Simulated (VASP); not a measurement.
```
TiN
1.0
    0.00000     2.12000     2.12000
    2.12000     0.00000     2.12000
    2.12000     2.12000     0.00000
Ti N
1 1
Cartesian
  0.00000   0.00000  -0.02500
  2.12000   2.12000   2.12000
```

The numbers are results of r2SCAN meta-GGA, VASP's PBE PAW potentials (set 64) (plane waves; VASP), not measurements. Settings: 600 eV cut-off, 14×14×14 Γ-centred mesh, first-order Methfessel-Paxton smearing of 0.10 eV, potentials Ti_sv N.

Estimate the energy per atom (σ→0), largest force, band gap (on the k-mesh) with the smallest direct gap where there is one.

The band gap (on the k-mesh) comes out as none (metal, semimetal or under 0.01 eV), the energy per atom (σ→0) is -13.005 eV/atom and the largest force is 0.01049 Ry/bohr.

Total energies compare only between runs with the same potentials, cut-off and functional.

The compound is TiN in the rock salt structure. This cell was strained or had an atom moved on purpose. The electron count is odd and the run is not spin-polarised, which forces a metal.
